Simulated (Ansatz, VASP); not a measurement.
**Ba3Ca4Si9O25 (glassy 56SiO2-19BaO-25CaO (mol %)): VASP beside Ansatz**

Wanted: the spread between two codes on one cell, functional and k mesh. Of the first pair: The structure shown is the start of the Ansatz relaxation below; VASP solves that cell, so the two are compared at the walk's first step.

Program: Ansatz 0.2.0. Level of theory: plane waves, with VASP 6.6.1 beside it; single point at PBE. Results are calculated unless marked as measured.

## 1. The structure

The cell holds 82 atoms: 18 Si, 6 Ba, 8 Ca and 50 O. Cell: a = 10.676 Å, b = 10.676 Å, c = 10.676 Å, α = 90.0°, β = 90.0°, γ = 90.0°. As first built, before any earlier steps moved the atoms (in the runner's words): 82 atoms (18 Si, 6 Ba, 8 Ca, 50 O) placed at random at 3.25 g/cm^3, melted at 4000 K for 10 ps at fixed volume with the Morse and Coulomb pair potential with partial charges (Pedone, Malavasi, Menziani, Cormack and Segre, J. Phys. Chem. B 110, 11780 (2006)). Quenched from 4000 K to 300 K at 10 K/ps and fixed volume, held 10 ps at zero pressure.

## 2. Ansatz: relaxation, PBE

Ansatz runs on its default PAW (the set named soft_2) files.

The two programs are compared at the cell with which this relaxation starts, whose forces are those of its first step.

Input file input.yaml:

```yaml
crystal:
  lattice:
    - [10.67573, 0.0, 0.0]
    - [0.0, 10.67573, 0.0]
    - [0.0, 0.0, 10.67573]
  atoms:
    - { symbol: Si, position: [0.16391, 0.8242, 0.74932] }
    - { symbol: Si, position: [0.81324, 0.06647, 0.80217] }
    - { symbol: Si, position: [0.46768, 0.06801, 0.74554] }
    - { symbol: Si, position: [0.62494, 0.33345, 0.48466] }
    - { symbol: Si, position: [0.65109, 0.3134, 0.20211] }
    - { symbol: Si, position: [0.39579, 0.6624, 0.68883] }
    - { symbol: Si, position: [0.40365, 0.67181, 0.08298] }
    - { symbol: Si, position: [0.00353, 0.713, 0.37051] }
    - { symbol: Si, position: [0.62707, 0.88292, 0.30079] }
    - { symbol: Si, position: [0.33252, 0.92664, 0.95305] }
    - { symbol: Si, position: [0.25658, 0.59476, 0.31756] }
    - { symbol: Si, position: [0.20406, 0.19502, 0.67571] }
    - { symbol: Si, position: [0.66635, 0.04798, 0.54469] }
    - { symbol: Si, position: [0.90133, 0.19087, 0.28057] }
    - { symbol: Si, position: [0.11329, 0.37083, 0.18796] }
    - { symbol: Si, position: [0.89573, 0.68577, 0.79359] }
    - { symbol: Si, position: [0.06758, 0.96409, 0.25852] }
    - { symbol: Si, position: [0.33866, 0.41501, 0.54171] }
    - { symbol: Ba, position: [0.0914, 0.64892, 0.02957] }
    - { symbol: Ba, position: [0.66976, 0.64208, 0.52879] }
    - { symbol: Ba, position: [0.37664, 0.31752, 0.97202] }
    - { symbol: Ba, position: [0.10586, 0.11491, 0.98723] }
    - { symbol: Ba, position: [0.66529, 0.41958, 0.82971] }
    - { symbol: Ba, position: [0.97388, 0.37743, 0.53875] }
    - { symbol: Ca, position: [0.58642, 0.06039, 0.05157] }
    - { symbol: Ca, position: [0.96729, 0.97974, 0.56296] }
    - { symbol: Ca, position: [0.87335, 0.9039, 0.03778] }
    - { symbol: Ca, position: [0.72939, 0.62987, 0.14547] }
    - { symbol: Ca, position: [0.36761, 0.11353, 0.24638] }
    - { symbol: Ca, position: [0.99527, 0.36954, 0.85044] }
    - { symbol: Ca, position: [0.63263, 0.78966, 0.87103] }
    - { symbol: Ca, position: [0.30888, 0.89026, 0.45051] }
    - { symbol: O, position: [0.33284, 0.55955, 0.01012] }
    - { symbol: O, position: [0.20093, 0.27711, 0.80811] }
    - { symbol: O, position: [0.84924, 0.70723, 0.94503] }
    - { symbol: O, position: [0.09429, 0.88525, 0.14025] }
    - { symbol: O, position: [0.54505, 0.0151, 0.62756] }
    - { symbol: O, position: [0.15892, 0.50743, 0.23146] }
    - { symbol: O, position: [0.77092, 0.22005, 0.20825] }
    - { symbol: O, position: [0.14684, 0.87981, 0.61262] }
    - { symbol: O, position: [0.52875, 0.64243, 0.75657] }
    - { symbol: O, position: [0.51404, 0.18488, 0.80811] }
    - { symbol: O, position: [0.53076, 0.22847, 0.17758] }
    - { symbol: O, position: [0.80504, 0.76185, 0.71038] }
    - { symbol: O, position: [0.71911, 0.99057, 0.88864] }
    - { symbol: O, position: [0.34453, 0.52458, 0.64672] }
    - { symbol: O, position: [0.47954, 0.36936, 0.53051] }
    - { symbol: O, position: [0.93793, 0.66396, 0.23682] }
    - { symbol: O, position: [0.49034, 0.94384, 0.30897] }
    - { symbol: O, position: [0.68812, 0.94802, 0.43227] }
    - { symbol: O, position: [0.32601, 0.10385, 0.69272] }
    - { symbol: O, position: [0.18172, 0.01526, 0.32613] }
    - { symbol: O, position: [0.96826, 0.07232, 0.20206] }
    - { symbol: O, position: [0.99988, 0.30597, 0.27616] }
    - { symbol: O, position: [0.77341, 0.04691, 0.65275] }
    - { symbol: O, position: [0.6632, 0.41458, 0.09863] }
    - { symbol: O, position: [0.2432, 0.30209, 0.57022] }
    - { symbol: O, position: [0.22869, 0.27927, 0.19474] }
    - { symbol: O, position: [0.3445, 0.80707, 0.04283] }
    - { symbol: O, position: [0.94352, 0.99891, 0.84336] }
    - { symbol: O, position: [0.63764, 0.73723, 0.3101] }
    - { symbol: O, position: [0.695, 0.92463, 0.17483] }
    - { symbol: O, position: [0.45135, 0.95348, 0.85022] }
    - { symbol: O, position: [0.33691, 0.05215, 0.03174] }
    - { symbol: O, position: [0.41273, 0.73995, 0.56869] }
    - { symbol: O, position: [0.89098, 0.15054, 0.41921] }
    - { symbol: O, position: [0.04094, 0.74141, 0.7916] }
    - { symbol: O, position: [0.83408, 0.20919, 0.84884] }
    - { symbol: O, position: [0.21334, 0.91778, 0.8638] }
    - { symbol: O, position: [0.30384, 0.49771, 0.42021] }
    - { symbol: O, position: [0.27821, 0.7279, 0.75993] }
    - { symbol: O, position: [0.72253, 0.39693, 0.57011] }
    - { symbol: O, position: [0.98513, 0.87242, 0.35674] }
    - { symbol: O, position: [0.0606, 0.37314, 0.04636] }
    - { symbol: O, position: [0.35824, 0.64458, 0.22494] }
    - { symbol: O, position: [0.89685, 0.54135, 0.77928] }
    - { symbol: O, position: [0.65188, 0.37096, 0.33934] }
    - { symbol: O, position: [0.63514, 0.1795, 0.48915] }
    - { symbol: O, position: [0.16546, 0.70017, 0.37191] }
    - { symbol: O, position: [0.54758, 0.67861, 0.04125] }
    - { symbol: O, position: [0.07141, 0.14609, 0.64331] }
    - { symbol: O, position: [0.95971, 0.63752, 0.48434] }
kpoints:
  mp_grid: { grid: [1, 1, 1] }
hamiltonian:
  xc: pbe
scf:
  occupations: { method: fermi_dirac, width: 0.05 }
output:
  forces: true
relax:
  f_tol: 0.05
  max_steps: 150
  cell: {}
```

Run with:

```bash
ansatz run input.yaml --threads 4 --pin off --max-ram 8192MiB --backend cpu --events-out ev --progress --plain --runs-dir out
```

Numbers of over 12 decimals in the logs are rounded to 6 here.

The log of the run:

```text
Engine: ansatz 0.2.0, aarch64-unknown-linux-gnu
Pseudopotentials: kind: paw
Pseudopotential: Si, paw, valence charge 4, recommended cutoff 420 eV (normal), Si.paw.azcp
Pseudopotential: Ba, paw, valence charge 10, recommended cutoff 420 eV (normal), Ba.paw.azcp
Pseudopotential: Ca, paw, valence charge 10, recommended cutoff 420 eV (normal), Ca.paw.azcp
Pseudopotential: O, paw, valence charge 6, recommended cutoff 420 eV (normal), O.paw.azcp
Functional definition: PBE
  parameter kappa = 0.804
  parameter beta = 0.066725
  exchange = pbe_x(kappa = kappa, mu = beta*pi^2/3)
  correlation = pbe_c(beta = beta)
Crystal: 82 atoms, lattice volume = 1216.726 Å³
Basis set: ecut = 420 eV, 23847 PW (Γ), exchange–correlation on 144×144×144 points (8 copies of the dense FFT grid, shifted against one another)
Bands: 338, of which v1, the nominal top of the filled ones, is band 256 counted from 1 (255 counted from 0)
Symmetry: 1 space group operations
Space group: P1 (ITA 1), of the structure as read, at distance tolerance 1.1e-4 Å
k-points: 1
Non-local potential: Si, projectors of the file, l = 0: 2, l = 1: 2, l = 2: 2
Non-local potential: Ba, projectors of the file, l = 0: 3, l = 1: 2, l = 2: 2, l = 3: 2
Non-local potential: Ca, projectors of the file, l = 0: 3, l = 1: 2, l = 2: 2
Non-local potential: O, projectors of the file, l = 0: 2, l = 1: 2, l = 2: 1
PAW form: soft (Blöchl's): semilocal exchange-correlation on the pseudo side does not see the compensation charge
PAW one-centre angular grid: Si, 110 points (default); XC on 64 Gauss nodes
PAW one-centre angular grid: Ba, 194 points (default); XC on 64 Gauss nodes
PAW one-centre angular grid: Ca, 110 points (default); XC on 64 Gauss nodes
PAW one-centre angular grid: O, 110 points (default); XC on 64 Gauss nodes
Initial density: superposition of atomic densities (neutral atoms: chi_scale 0, normalization atom), corrected by the library's trained network
Initial wavefunctions: pseudopotential atomic-orbital guess
Functional: x = pbe(κ = 0.804, μ = 0.219515), c = pbe(β = 0.066725)
SCF iter   1: F=—  HF=-90152.032141 eV  |F-HF|=—  |Δ(HF+E_count)|=         —  Δρ=1.90e-3  dr2=4.87e-2  ethr=1.77e-3  ⟨swp⟩=7.0  Hψ=1697  notcnv=0  defer=60
preconditioner: auto → Resta (q_TF=auto, 2.362 Å⁻¹)  ε∞=3.4  [insulator: Δε(μ)=3.316 eV  Ē_g=14.990 eV  σ=0.050 eV  W_gap=1.00  n_scr=256 (ndim 8)  ℏωp=23.4 eV  f_vac=0.096  D(μ)=0.00/eV (n_scr^D=0)  ε∞_Penn≈3.4]
SCF iter   2: F=—  HF=-90152.042566 eV  |F-HF|=—  |Δ(HF+E_count)|=   1.04e-2  Δρ=1.02e-3  dr2=1.13e-2  ethr=9.51e-6  ⟨swp⟩=2.0  Hψ=631  notcnv=0  defer=61
SCF iter   3: F=—  HF=-90152.046085 eV  |F-HF|=—  |Δ(HF+E_count)|=   3.52e-3  Δρ=4.28e-4  dr2=3.01e-3  ethr=2.20e-6  ⟨swp⟩=2.0  Hψ=444  notcnv=0  defer=61
SCF iter   4: F=—  HF=-90152.046769 eV  |F-HF|=—  |Δ(HF+E_count)|=   6.84e-4  Δρ=1.18e-4  dr2=2.21e-4  ethr=5.88e-7  ⟨swp⟩=2.0  Hψ=429  notcnv=0  defer=61
SCF iter   5: F=—  HF=-90152.046875 eV  |F-HF|=—  |Δ(HF+E_count)|=   1.06e-4  Δρ=7.85e-5  dr2=6.66e-5  ethr=4.31e-8  ⟨swp⟩=2.0  Hψ=489  notcnv=0  defer=61
SCF iter   6: F=—  HF=-90152.048715 eV  |F-HF|=—  |Δ(HF+E_count)|=   1.84e-3  Δρ=2.73e-5  dr2=8.56e-6  ethr=1.30e-8  ⟨swp⟩=2.0  Hψ=503  notcnv=0  defer=61
SCF iter   7: F=—  HF=-90152.048718 eV  |F-HF|=—  |Δ(HF+E_count)|=   2.74e-6  Δρ=8.76e-6  dr2=1.04e-6  ethr=1.67e-9  ⟨swp⟩=2.0  Hψ=450  notcnv=0  defer=61
SCF iter   8: F=—  HF=-90152.048718 eV  |F-HF|=—  |Δ(HF+E_count)|=   8.88e-7  Δρ=7.34e-6  dr2=5.47e-7  ethr=2.03e-10  ⟨swp⟩=2.0  Hψ=489  notcnv=0  defer=61
SCF iter   9: F=-90152.048718 eV  HF=-90152.048718 eV  |F-HF|=2.49e-8  |Δ(HF+E_count)|=   6.78e-9  Δρ=1.33e-6  dr2=2.31e-8  ethr=1.95e-11  ⟨swp⟩=3.0  Hψ=1062  notcnv=0
SCF 1 converged in 9 iterations: F = -90152.048718 eV  dr2 = 2.31e-8
  greatest PAW one-centre occupation: 0.995 electrons in one spin orbital (limit 2), on the Ca atom at site 25 (counted from 0), in its partial waves of l = 0
relax step   1: F+E_penalty+E_count = -90152.04871848 eV  Δ(F+E_penalty+E_count) = +0.000e0 eV  max|allowed force component| = 4.657e0 eV/Å  Δτ_max = 0.0000 Å  P = +4.630 GPa  Ω = 1216.726 Å³  (9 SCF iters, dr2 threshold 1.00e-7 eV, accepted)
Crystal: 82 atoms, lattice volume = 1205.268 Å³
Basis set: ecut = 420 eV, 23573 PW (Γ), exchange–correlation on 144×144×144 points (8 copies of the dense FFT grid, shifted against one another)
Initial density: handed on by an earlier stage of this run
Initial wavefunctions: those handed on with the density
iter 1 solved again at ethr=2.80e-4 eV; its pass at ethr=3.10e-3 eV (dr2=1.43e0 eV) is discarded
SCF iter   1: F=—  HF=-90156.920314 eV  |F-HF|=—  |Δ(HF+E_count)|=         —  Δρ=9.68e-3  dr2=1.47e0  ethr=2.80e-4  ⟨swp⟩=7.0  Hψ=1725  notcnv=0
[...]
atom  57  O     -0.00835101    -0.00649462    -0.00941595
  atom  58  O      0.00636088    -0.00610159     0.00233670
  atom  59  O     -0.00747559    -0.00558522     0.00065888
  atom  60  O      0.00838913    -0.00578401     0.00744331
  atom  61  O     -0.00931742     0.00239504     0.00270336
  atom  62  O     -0.00098026     0.00514905    -0.00133437
  atom  63  O     -0.00837977    -0.01008328    -0.00066105
  atom  64  O      0.00197320    -0.00649603    -0.00253321
  atom  65  O      0.00234654    -0.00315546     0.00825410
  atom  66  O      0.00299000    -0.00250258     0.00192139
  atom  67  O      0.00517286     0.00034322    -0.00815814
  atom  68  O      0.00246122    -0.01065677     0.00475689
  atom  69  O     -0.00241623    -0.01277189    -0.00369006
  atom  70  O     -0.00562797     0.00218267     0.00966824
  atom  71  O      0.00476719     0.00424240     0.00311287
  atom  72  O     -0.00172431     0.00098458    -0.00349632
  atom  73  O      0.00628199    -0.00090483    -0.00812277
  atom  74  O     -0.00644639     0.01247788     0.00477165
  atom  75  O      0.01037678     0.00227699    -0.00707061
  atom  76  O     -0.00661172     0.00338890    -0.00642279
  atom  77  O     -0.00205931     0.00585010    -0.01275326
  atom  78  O     -0.00239003    -0.00801065    -0.01146593
  atom  79  O      0.00839300     0.00217560    -0.00372916
  atom  80  O     -0.00448143    -0.00146005    -0.00436987
  atom  81  O     -0.00009758    -0.00123164     0.00164422
  atom  82  O      0.00257673    -0.00114570     0.00272966
  max |Σ_I F_I| component: 2.25e-5 eV/Å
--- Stress (GPa, compression-positive) ---
        0.020246      -0.005773      -0.001326
       -0.005771       0.010289       0.016776
       -0.001325       0.016777       0.003005
  P = ⅓ Tr σ = 0.0112 GPa (0.112 kbar)
--- Relaxed structure (24 steps of the walk, 22 accepted, 2 SCFs on fresh bases) ---
  F+E_penalty+E_count = -90159.94265657 eV   max|allowed force component| = 3.556e-2 eV/Å   (the final SCF, on the basis selected at the relaxed cell)
  cell:  # Å, volume = 1223.7365 Å³
    - [10.615528, -0.000355006, -0.028625]
    - [-0.000355006, 10.836141, 0.283712]
    - [-0.028625, 0.283712, 10.645791]
  atoms:
    - { symbol: Si, position: [0.172907, 0.799911, 0.753046] }
    - { symbol: Si, position: [0.822940, 0.078878, 0.801070] }
    - { symbol: Si, position: [0.453180, 0.071966, 0.765113] }
    - { symbol: Si, position: [0.633144, 0.346686, 0.461037] }
    - { symbol: Si, position: [0.654783, 0.315112, 0.174746] }
    - { symbol: Si, position: [0.415106, 0.646943, 0.695085] }
    - { symbol: Si, position: [0.418034, 0.658625, 0.095697] }
    - { symbol: Si, position: [-0.011249, 0.705668, 0.350526] }
    - { symbol: Si, position: [0.611312, 0.899048, 0.317279] }
    - { symbol: Si, position: [0.336092, 0.914172, 0.961566] }
    - { symbol: Si, position: [0.246518, 0.573596, 0.321563] }
    - { symbol: Si, position: [0.214838, 0.213147, 0.673502] }
    - { symbol: Si, position: [0.645528, 0.065059, 0.551443] }
    - { symbol: Si, position: [0.893949, 0.184453, 0.272759] }
    - { symbol: Si, position: [0.111532, 0.356052, 0.167985] }
    - { symbol: Si, position: [0.889731, 0.691119, 0.813969] }
    - { symbol: Si, position: [0.063599, 0.951524, 0.258537] }
    - { symbol: Si, position: [0.368571, 0.428803, 0.550999] }
    - { symbol: Ba, position: [0.105900, 0.663863, 0.045262] }
    - { symbol: Ba, position: [0.697241, 0.669871, 0.544041] }
    - { symbol: Ba, position: [0.349188, 0.341963, 0.961739] }
    - { symbol: Ba, position: [0.089457, 0.089440, 0.966575] }
    - { symbol: Ba, position: [0.659333, 0.412156, 0.812836] }
    - { symbol: Ba, position: [0.970907, 0.377175, 0.495826] }
    - { symbol: Ca, position: [0.604215, 0.086434, 0.029211] }
    - { symbol: Ca, position: [0.985108, 1.007529, 0.569939] }
    - { symbol: Ca, position: [0.843989, 0.869230, 0.108209] }
    - { symbol: Ca, position: [0.718677, 0.596494, 0.184154] }
    - { symbol: Ca, position: [0.355258, 0.102377, 0.238999] }
    - { symbol: Ca, position: [0.982622, 0.374876, 0.851381] }
    - { symbol: Ca, position: [0.643942, 0.793634, 0.875280] }
    - { symbol: Ca, position: [0.306605, 0.849191, 0.453588] }
    - { symbol: O, position: [0.344061, 0.555531, 0.021962] }
    - { symbol: O, position: [0.167580, 0.290166, 0.793018] }
    - { symbol: O, position: [0.846956, 0.717953, 0.960176] }
    - { symbol: O, position: [0.068065, 0.888244, 0.123790] }
    - { symbol: O, position: [0.519811, 0.026253, 0.636985] }
    - { symbol: O, position: [0.162203, 0.476133, 0.245258] }
    - { symbol: O, position: [0.771165, 0.211059, 0.179435] }
    - { symbol: O, position: [0.159239, 0.870547, 0.618568] }
    - { symbol: O, position: [0.546190, 0.644979, 0.774014] }
    - { symbol: O, position: [0.518215, 0.183706, 0.836719] }
    - { symbol: O, position: [0.524751, 0.238489, 0.153655] }
    - { symbol: O, position: [0.801029, 0.776614, 0.721794] }
    - { symbol: O, position: [0.745189, 0.994026, 0.909082] }
    - { symbol: O, position: [0.387281, 0.492582, 0.685564] }
    - { symbol: O, position: [0.498584, 0.420413, 0.473645] }
    - { symbol: O, position: [0.921576, 0.676844, 0.217017] }
    - { symbol: O, position: [0.462124, 0.934911, 0.328505] }
    - { symbol: O, position: [0.675052, 0.958676, 0.452710] }
    - { symbol: O, position: [0.302997, 0.097263, 0.735194] }
    - { symbol: O, position: [0.188795, -0.00497151, 0.326928] }
    - { symbol: O, position: [0.964323, 0.067061, 0.209016] }
    - { symbol: O, position: [0.987450, 0.309172, 0.251552] }
    - { symbol: O, position: [0.760816, 0.075220, 0.653746] }
    - { symbol: O, position: [0.679751, 0.420928, 0.065891] }
[...]
- { symbol: O, position: [0.371616, 0.627587, 0.249350] }
    - { symbol: O, position: [0.875899, 0.542237, 0.790338] }
    - { symbol: O, position: [0.670210, 0.385524, 0.311702] }
    - { symbol: O, position: [0.607343, 0.198110, 0.479104] }
    - { symbol: O, position: [0.151088, 0.692362, 0.338470] }
    - { symbol: O, position: [0.565321, 0.682106, 0.069864] }
    - { symbol: O, position: [0.099858, 0.179079, 0.584739] }
    - { symbol: O, position: [0.936373, 0.621724, 0.465665] }
```

(Continued in part 2 of 3.)

[Lines on the potential files, build, host, timing and source positions are cut from VASP's logs without a mark.]

[Logs are printed without paths, hosts, clocks, repeated set-up lines and the standing remarks that a program may print on its own settings, such as how far it seeks lower states.]

[Hosts, paths, dates, database ids (printed as entryN), source tags and the programs' standing remarks are cut or masked in the printed files.]
